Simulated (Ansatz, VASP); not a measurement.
## SiC (wurtzite SiC, size series) in two plane-wave programs

One calculation is typed for both programs; each brings its own data sets. How far apart do they land? Of the first pair: The structure shown is the start of the Ansatz relaxation below; VASP solves that cell, so the two are compared at the walk's first step.

Calculated with Ansatz 0.2.0; plane waves, with VASP 6.6.1 beside it; r2SCAN.

**1. The starting structure**

The cell holds 144 atoms: 72 Si and 72 C. Its edges and angles: a = 9.267 Å, b = 9.187 Å, c = 20.070 Å, α = 90.0°, β = 90.0°, γ = 119.1°. It derives from SiC (wurtzite), repeated 3×3×4. As first built, before any earlier steps moved the atoms or strained the cell (in the runner's words): wurtzite SiC (a = 3.076 A, c = 5.048 A), 3 x 3 x 4 conventional cells; ideal positions.

**2. Ansatz: relaxation, r2SCAN**

Ansatz runs on its PAW soft_1 files.

The two programs are compared at the cell with which this relaxation starts, whose forces are those of its first step.

File input.yaml:

```yaml
crystal:
  lattice:
    - [9.26678, 0.09267, 0.0]
    - [-4.55314, 7.97894, 0.0]
    - [0.0, 0.0, 20.06966]
  atoms:
    - { symbol: Si, position: [0.0, 0.0, 0.00039] }
    - { symbol: C, position: [0.11111, 0.22222, 0.03086] }
    - { symbol: Si, position: [0.11111, 0.22222, 0.12539] }
    - { symbol: C, position: [0.0, 0.0, 0.15586] }
    - { symbol: Si, position: [0.0, 0.0, 0.25039] }
    - { symbol: C, position: [0.11111, 0.22222, 0.28086] }
    - { symbol: Si, position: [0.11111, 0.22222, 0.37539] }
    - { symbol: C, position: [0.0, 0.0, 0.40586] }
    - { symbol: Si, position: [0.0, 0.0, 0.50039] }
    - { symbol: C, position: [0.11111, 0.22222, 0.53086] }
    - { symbol: Si, position: [0.11111, 0.22222, 0.62539] }
    - { symbol: C, position: [0.0, 0.0, 0.65586] }
    - { symbol: Si, position: [0.0, 0.0, 0.75039] }
    - { symbol: C, position: [0.11111, 0.22222, 0.78086] }
    - { symbol: Si, position: [0.11111, 0.22222, 0.87539] }
    - { symbol: C, position: [0.0, 0.0, 0.90586] }
    - { symbol: Si, position: [0.0, 0.33333, 0.00039] }
    - { symbol: C, position: [0.11111, 0.55556, 0.03086] }
    - { symbol: Si, position: [0.11111, 0.55556, 0.12539] }
    - { symbol: C, position: [0.0, 0.33333, 0.15586] }
    - { symbol: Si, position: [0.0, 0.33333, 0.25039] }
    - { symbol: C, position: [0.11111, 0.55556, 0.28086] }
    - { symbol: Si, position: [0.11111, 0.55556, 0.37539] }
    - { symbol: C, position: [0.0, 0.33333, 0.40586] }
    - { symbol: Si, position: [0.0, 0.33333, 0.50039] }
    - { symbol: C, position: [0.11111, 0.55556, 0.53086] }
    - { symbol: Si, position: [0.11111, 0.55556, 0.62539] }
    - { symbol: C, position: [0.0, 0.33333, 0.65586] }
    - { symbol: Si, position: [0.0, 0.33333, 0.75039] }
    - { symbol: C, position: [0.11111, 0.55556, 0.78086] }
[... 108 atom lines left out ...]
    - { symbol: Si, position: [0.77778, 0.88889, 0.62539] }
    - { symbol: C, position: [0.66667, 0.66667, 0.65586] }
    - { symbol: Si, position: [0.66667, 0.66667, 0.75039] }
    - { symbol: C, position: [0.77778, 0.88889, 0.78086] }
    - { symbol: Si, position: [0.77778, 0.88889, 0.87539] }
    - { symbol: C, position: [0.66667, 0.66667, 0.90586] }
kpoints:
  mp_grid: { grid: [1, 1, 1] }
hamiltonian:
  xc: r2scan
  pseudopotentials: { kind: paw, azcp: { folder: soft_1 } }
scf:
  occupations: { method: fixed }
output:
  forces: true
  eigenvalues: true
  stress: true
relax:
  f_tol: 0.05
  max_steps: 70
```

Run with:

```
> ansatz run input.yaml --threads 4 --pin off --max-ram 8192MiB --backend cpu --events-out ev --progress --plain --runs-dir out
```

Numbers of over 12 decimals in the logs are rounded to 6 here.

Output:

```text
Warning: the atoms were moved onto the symmetric positions of the space group found under crystal.symmetry.tolerance 1.0e-5 (fractional; no operation is sought that the atoms, as they stand in a round, miss by more than twice it, and no atom is moved by as much as it), and the run uses the moved positions. Before a round's move an operation carried an atom to 1.06e-4 Å from where it should land, the largest such dist [...]
[...]
- { symbol: Si, position: [0.111306, 0.888892, 0.375391] }
    - { symbol: C, position: [-0.000795439, 0.666701, 0.405859] }
    - { symbol: Si, position: [-0.000195304, 0.666664, 0.500391] }
    - { symbol: C, position: [0.111907, 0.888854, 0.530859] }
    - { symbol: Si, position: [0.111306, 0.888892, 0.625391] }
    - { symbol: C, position: [-0.000795439, 0.666701, 0.655859] }
    - { symbol: Si, position: [-0.000195304, 0.666664, 0.750391] }
    - { symbol: C, position: [0.111907, 0.888854, 0.780859] }
    - { symbol: Si, position: [0.111306, 0.888892, 0.875391] }
    - { symbol: C, position: [-0.000795439, 0.666701, 0.905859] }
    - { symbol: Si, position: [0.333138, -2.65188132234518e-6, 0.000391108] }
    - { symbol: C, position: [0.445240, 0.222188, 0.030859] }
    - { symbol: Si, position: [0.444640, 0.222225, 0.125391] }
    - { symbol: C, position: [0.332538, 3.446836109107345e-5, 0.155859] }
    - { symbol: Si, position: [0.333138, -2.65188132234518e-6, 0.250391] }
    - { symbol: C, position: [0.445240, 0.222188, 0.280859] }
    - { symbol: Si, position: [0.444640, 0.222225, 0.375391] }
    - { symbol: C, position: [0.332538, 3.446836109107345e-5, 0.405859] }
    - { symbol: Si, position: [0.333138, -2.65188132234518e-6, 0.500391] }
    - { symbol: C, position: [0.445240, 0.222188, 0.530859] }
    - { symbol: Si, position: [0.444640, 0.222225, 0.625391] }
    - { symbol: C, position: [0.332538, 3.446836109107345e-5, 0.655859] }
    - { symbol: Si, position: [0.333138, -2.65188132234518e-6, 0.750391] }
    - { symbol: C, position: [0.445240, 0.222188, 0.780859] }
    - { symbol: Si, position: [0.444640, 0.222225, 0.875391] }
    - { symbol: C, position: [0.332538, 3.446836109107345e-5, 0.905859] }
    - { symbol: Si, position: [0.333138, 0.333331, 0.000391108] }
    - { symbol: C, position: [0.445240, 0.555521, 0.030859] }
    - { symbol: Si, position: [0.444640, 0.555558, 0.125391] }
    - { symbol: C, position: [0.332538, 0.333368, 0.155859] }
    - { symbol: Si, position: [0.333138, 0.333331, 0.250391] }
    - { symbol: C, position: [0.445240, 0.555521, 0.280859] }
    - { symbol: Si, position: [0.444640, 0.555558, 0.375391] }
    - { symbol: C, position: [0.332538, 0.333368, 0.405859] }
    - { symbol: Si, position: [0.333138, 0.333331, 0.500391] }
    - { symbol: C, position: [0.445240, 0.555521, 0.530859] }
    - { symbol: Si, position: [0.444640, 0.555558, 0.625391] }
    - { symbol: C, position: [0.332538, 0.333368, 0.655859] }
    - { symbol: Si, position: [0.333138, 0.333331, 0.750391] }
    - { symbol: C, position: [0.445240, 0.555521, 0.780859] }
    - { symbol: Si, position: [0.444640, 0.555558, 0.875391] }
    - { symbol: C, position: [0.332538, 0.333368, 0.905859] }
    - { symbol: Si, position: [0.333138, 0.666664, 0.000391108] }
    - { symbol: C, position: [0.445240, 0.888854, 0.030859] }
    - { symbol: Si, position: [0.444640, 0.888892, 0.125391] }
    - { symbol: C, position: [0.332538, 0.666701, 0.155859] }
    - { symbol: Si, position: [0.333138, 0.666664, 0.250391] }
    - { symbol: C, position: [0.445240, 0.888854, 0.280859] }
[...]
- { symbol: Si, position: [0.666471, 0.666664, 0.000391108] }
    - { symbol: C, position: [0.778573, 0.888854, 0.030859] }
    - { symbol: Si, position: [0.777973, 0.888892, 0.125391] }
    - { symbol: C, position: [0.665871, 0.666701, 0.155859] }
    - { symbol: Si, position: [0.666471, 0.666664, 0.250391] }
    - { symbol: C, position: [0.778573, 0.888854, 0.280859] }
    - { symbol: Si, position: [0.777973, 0.888892, 0.375391] }
    - { symbol: C, position: [0.665871, 0.666701, 0.405859] }
    - { symbol: Si, position: [0.666471, 0.666664, 0.500391] }
    - { symbol: C, position: [0.778573, 0.888854, 0.530859] }
    - { symbol: Si, position: [0.777973, 0.888892, 0.625391] }
    - { symbol: C, position: [0.665871, 0.666701, 0.655859] }
    - { symbol: Si, position: [0.666471, 0.666664, 0.750391] }
    - { symbol: C, position: [0.778573, 0.888854, 0.780859] }
    - { symbol: Si, position: [0.777973, 0.888892, 0.875391] }
    - { symbol: C, position: [0.665871, 0.666701, 0.905859] }
```

**3. VASP: single point, r2SCAN, start cell, pair 1**

The same cell, functional and mesh now go to VASP, with its own data sets.

Lines of VASP's logs that name or quote its potential files are left out, and so is its time.

File INCAR:

```
SYSTEM = SiC
PREC = Accurate
ENCUT = 580
EDIFF = 1E-06
NELM = 120
ISMEAR = 0
SIGMA = 0.01
LREAL = Auto
ALGO = Normal
METAGGA = R2SCAN
LASPH = .TRUE.
NBANDS = 388
LORBIT = 11
LWAVE = .FALSE.
LCHARG = .FALSE.
ISIF = 2
GGA_COMPAT = .FALSE.
EFERMI = MIDGAP
LMIXTAU = .TRUE.
SYMPREC = 1E-04
```

File POSCAR:

```
SiC
1.0
    9.2667800000      0.0926700000      0.0000000000
   -4.5531400000      7.9789400000      0.0000000000
    0.0000000000      0.0000000000     20.0696600000
Si C
72 72
Direct
    0.0000000000      0.0000000000      0.0003886463
    0.1111078746      0.2222229561      0.1253882726
    0.0000000000      0.0000000000      0.2503878989
    0.1111078746      0.2222229561      0.3753925079
    0.0000000000      0.0000000000      0.5003921342
    0.1111078746      0.2222229561      0.6253917605
    0.0000000000      0.0000000000      0.7503913868
    0.1111078746      0.2222229561      0.8753910131
    0.9999985733      0.3333275012      0.0003886463
    0.1111064479      0.5555504573      0.1253882726
    0.9999985733      0.3333275012      0.2503878989
    0.1111064479      0.5555504573      0.3753925079
    0.9999985733      0.3333275012      0.5003921342
    0.1111064479      0.5555504573      0.6253917605
    0.9999985733      0.3333275012      0.7503913868
    0.1111064479      0.5555504573      0.8753910131
    0.0000032695      0.6666674642      0.0003886463
    0.1111111441      0.8888904203      0.1253882726
    0.0000032695      0.6666674642      0.2503878989
    0.1111111441      0.8888904203      0.3753925079
    0.0000032695      0.6666674642      0.5003921342
    0.1111111441      0.8888904203      0.6253917605
    0.0000032695      0.6666674642      0.7503913868
    0.1111111441      0.8888904203      0.8753910131
    0.3333310843      0.0000012794      0.0003886463
    0.4444496889      0.2222241109      0.1253882726
    0.3333310843      0.0000012794      0.2503878989
    0.4444496889      0.2222241109      0.3753925079
    0.3333310843      0.0000012794      0.5003921342
    0.4444496889      0.2222241109      0.6253917605
[... 108 atom lines left out ...]
    0.7777840428      0.8888928545      0.2808617585
    0.6666654381      0.6666700231      0.4058613848
    0.7777840428      0.8888928545      0.5308610111
    0.6666654381      0.6666700231      0.6558606374
    0.7777840428      0.8888928545      0.7808602637
    0.6666654381      0.6666700231      0.9058598900
```

File KPOINTS:

```
Automatic mesh
0
Gamma
1 1 1
0 0 0
```

The projector-augmented-wave data sets are Si and C (PBE family, release 64).

Run with:

```
> export OMP_NUM_THREADS=4
> mpirun -np 1 vasp_gam
```

Output:

```text
[banner, memory and clock lines left out]
running    1 mpi-ranks, on    1 nodes
[...]
Offloading initialized ...    1 GPUs detected
[...]
|                                                                             |
|               ----> ADVICE to this user running VASP <----                  |
|                                                                             |
|     You enforced a specific xc type in the INCAR file but a different       |
|     [... a line on the potential file left out ...]
|     I HOPE YOU KNOW WHAT YOU ARE DOING!                                     |
|                                                                             |

 LDA part: xc-table for (None), standard interpolation
 POSCAR, INCAR and KPOINTS ok, starting setup
[...]
WARNING: random wavefunctions but no delay for mixing, default for NELMDL
 entering main loop
       N       E                     dE             d eps       ncg     rms          rms(c)
DAV:   1     0.338233991022E+04    0.33823E+04   -0.33278E+05   776   0.161E+03
DAV:   2    -0.118116772162E+04   -0.45635E+04   -0.42727E+04   996   0.305E+02
DAV:   3    -0.158503849283E+04   -0.40387E+03   -0.39903E+03   952   0.858E+01
DAV:   4    -0.159528403073E+04   -0.10246E+02   -0.10198E+02   928   0.149E+01
[...]
DAV:  17    -0.137234670687E+04   -0.20958E-05   -0.30470E-07   520   0.187E-03    0.519E-04
DAV:  18    -0.137234671076E+04   -0.38883E-05   -0.33254E-07   624   0.284E-03    0.277E-04
DAV:  19    -0.137234671122E+04   -0.46343E-06   -0.57315E-07   520   0.121E-03
   1 F= -.13723467E+04 E0= -.13723467E+04  d E =0.000000E+00
```

OUTCAR, selected parts (step 3):

```text
  FREE ENERGIE OF THE ION-ELECTRON SYSTEM (eV)
  ---------------------------------------------------
  free  energy   TOTEN  =     -1372.3467112215 eV

  energy  without entropy=    -1372.3467112215  energy(sigma->0) =    -1372.34671122
```

The run ends at a pressure of -0.29 GPa, with forces up to 0.17 eV/Å.

**4. Side by side**

Known differences besides the potentials themselves: VASP keeps PBE cores, Ansatz makes them for the functional; fixed occupations in Ansatz, narrow Gaussian smearing in VASP; Ansatz takes its cutoff from its data sets, VASP runs at 580 eV. Total energies have different zeros and are not compared.

Forces on 10 of the 144 atoms, those with the largest forces and the largest differences (eV/Å; atoms numbered as in POSCAR):

```
atom         Ansatz x, y, z           VASP x, y, z
 Si1  -0.137, 0.009, -0.004  -0.136, 0.009, -0.003
 Si2  0.137, -0.009, -0.004  0.136, -0.009, -0.003
 Si3  -0.137, 0.009, -0.004  -0.136, 0.009, -0.003
 C97   0.172, -0.009, 0.004   0.170, -0.008, 0.003
 C98   -0.172, 0.009, 0.004   -0.170, 0.008, 0.003
 C99   0.172, -0.009, 0.004   0.170, -0.008, 0.003
C100   -0.172, 0.009, 0.004   -0.170, 0.008, 0.003
C101   0.172, -0.009, 0.004   0.170, -0.008, 0.003
C102   -0.172, 0.009, 0.004   -0.170, 0.008, 0.003
C103   0.172, -0.009, 0.004   0.170, -0.008, 0.003
```

The forces differ by 0.9 meV/Å r.m.s., which is 1.0 % of the r.m.s. force of 0.089 eV/Å (both taken over all components).

**5. Ansatz: relaxation, r2SCAN**

This run makes the geometry at which the two programs are then compared.

The structure compared here is the end of the Ansatz relaxation.

This is the run of step 2 again, met here at its other cell.

**6. VASP: single point, r2SCAN, relaxed atoms in a fixed cell, pair 2**

The same cell, functional and mesh now go to VASP, with its own data sets.

Edit INCAR of step 3 so:

```diff
@@ -2,3 +2,3 @@
 PREC = Accurate
-ENCUT = 580
+ENCUT = 660
 EDIFF = 1E-06
@@ -19,2 +19 @@
 LMIXTAU = .TRUE.
-SYMPREC = 1E-04
```

File POSCAR:

```
SiC
1.0
    9.2667800000      0.0926700000      0.0000000000
   -4.5531400000      7.9789400000      0.0000000000
    0.0000000000      0.0000000000     20.0696600000
Si C
72 72
Direct
    0.9998000000      0.0000000000      0.0003900000
    0.1113100000      0.2222200000      0.1253900000
    0.9998000000      0.0000000000      0.2503900000
    0.1113100000      0.2222200000      0.3753900000
    0.9998000000      0.0000000000      0.5003900000
    0.1113100000      0.2222200000      0.6253900000
    0.9998000000      0.0000000000      0.7503900000
    0.1113100000      0.2222200000      0.8753900000
    0.9998000000      0.3333300000      0.0003900000
    0.1113100000      0.5555600000      0.1253900000
    0.9998000000      0.3333300000      0.2503900000
    0.1113100000      0.5555600000      0.3753900000
    0.9998000000      0.3333300000      0.5003900000
    0.1113100000      0.5555600000      0.6253900000
    0.9998000000      0.3333300000      0.7503900000
    0.1113100000      0.5555600000      0.8753900000
    0.9998000000      0.6666600000      0.0003900000
    0.1113100000      0.8888900000      0.1253900000
    0.9998000000      0.6666600000      0.2503900000
    0.1113100000      0.8888900000      0.3753900000
    0.9998000000      0.6666600000      0.5003900000
    0.1113100000      0.8888900000      0.6253900000
    0.9998000000      0.6666600000      0.7503900000
    0.1113100000      0.8888900000      0.8753900000
    0.3331400000      0.0000000000      0.0003900000
    0.4446400000      0.2222200000      0.1253900000
    0.3331400000      0.0000000000      0.2503900000
    0.4446400000      0.2222200000      0.3753900000
    0.3331400000      0.0000000000      0.5003900000
    0.4446400000      0.2222200000      0.6253900000
[... 108 atom lines left out ...]
    0.7785700000      0.8888500000      0.2808600000
    0.6658700000      0.6667000000      0.4058600000
    0.7785700000      0.8888500000      0.5308600000
    0.6658700000      0.6667000000      0.6558600000
    0.7785700000      0.8888500000      0.7808600000
    0.6658700000      0.6667000000      0.9058600000
```

KPOINTS is that of step 3.

Output:

```text
[banner, memory and clock lines left out]
running    1 mpi-ranks, on    1 nodes
[...]
Offloading initialized ...    1 GPUs detected
[...]
[... a notice as in an earlier step ...]

 LDA part: xc-table for (None), standard interpolation
 POSCAR, INCAR and KPOINTS ok, starting setup
[...]
entering main loop
       N       E                     dE             d eps       ncg     rms          rms(c)
DAV:   1     0.363094979753E+04    0.36309E+04   -0.36163E+05   776   0.179E+03
DAV:   2    -0.114793488215E+04   -0.47789E+04   -0.44671E+04   996   0.317E+02
DAV:   3    -0.158407377428E+04   -0.43614E+03   -0.43076E+03   944   0.894E+01
DAV:   4    -0.159538126875E+04   -0.11307E+02   -0.11252E+02   936   0.156E+01
[...]
DAV:  12    -0.137262151817E+04   -0.19960E-04   -0.18568E-04   936   0.225E-02    0.446E-02
DAV:  13    -0.137262150615E+04    0.12020E-04   -0.95430E-06   904   0.575E-03    0.114E-02
DAV:  14    -0.137262150532E+04    0.82596E-06   -0.22383E-06   536   0.202E-03
   1 F= -.13726215E+04 E0= -.13726215E+04  d E =0.000000E+00
```

From OUTCAR (step 6):

```text
  FREE ENERGIE OF THE ION-ELECTRON SYSTEM (eV)
  ---------------------------------------------------
  free  energy   TOTEN  =     -1372.6215053236 eV

  energy  without entropy=    -1372.6215053236  energy(sigma->0) =    -1372.62150532
```

The run ends at a pressure of -0.43 GPa, with forces up to 0.024 eV/Å.

**7. Differences**

What differs besides the data sets and the points named for the pairs above, as far as they apply: Ansatz takes its cutoff from its data sets, VASP runs at 660 eV. Total energies have different zeros and are not compared.

The two programs side by side:

```csv
quantity,Ansatz,VASP,difference
pressure (GPa),0.03,-0.43,+0.46
gap on the k mesh (eV),2.620,2.630,-0.010
```

The largest component of a force difference here is 7 meV/Å. A gap on the mesh is an upper bound, since the band edges may lie between its points.

**8. Outcome**

| Property | Result |
| --- | --- |
| r.m.s. force difference (single point, r2SCAN, start cell, pair 1) | 0.87 meV/Å |
| difference in gap on the k mesh (single point, r2SCAN, relaxed atoms in a fixed cell, pair 2) | -0.010 eV |

In words: The difference in gap on the k mesh is -0.010 eV (single point, r2SCAN, relaxed atoms in a fixed cell, pair 2), within the 0.08 eV picked in this series as the mark of a large difference. VASP runs on this material, other cells and data sets included, that failed, so that no pair exists: single point, r2SCAN (refused). Such differences can come from data sets, numerical settings and the points named under the comparisons, not from the functional's error against experiment.

[Lines on the potential files, build, host, timing and source positions are cut from VASP's logs without a mark.]

[Logs are printed without paths, hosts, clocks, repeated set-up lines and the standing remarks that a program may print on its own settings, such as how far it seeks lower states.]

[Hosts, paths, dates, database ids (printed as entryN), source tags and the programs' standing remarks are cut or masked in the printed files.]
